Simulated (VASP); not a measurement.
Input:

```
AlCo
1.0
    2.90690     0.00000     0.00000
    0.00000     2.90690     0.00000
    0.00000     0.00000     2.90690
Al Co
1 1
Direct
  0.50000   0.50000   0.50000
  0.00000   0.00000   0.00000
```

Method: PBE GGA, VASP's PBE PAW potentials (set 64) (plane waves; VASP 6.6.1). Settings: 300 eV cut-off, 15×15×15 Γ-centred mesh, Fermi-Dirac smearing of 0.050 eV, potentials Al Co.

At this cut-off the stress carries a Pulay error, which pulls relaxed volumes low.

Estimate the energy per atom (σ→0), pressure, band gap (on the k-mesh) with the smallest direct gap where there is one.

```
Item                                                         Value
------------------------  ----------------------------------------
band gap (on the k-mesh)  none (metal, semimetal or under 0.01 eV)
energy per atom (σ→0)                               -5.975 eV/atom
pressure                                                 -9.08 GPa
```

Only differences to runs with the same potentials and settings are physical.

The structure is a typed CoAl crystal. The cell was not relaxed at this level. The run is not spin-polarised, so no magnetic state was tried.
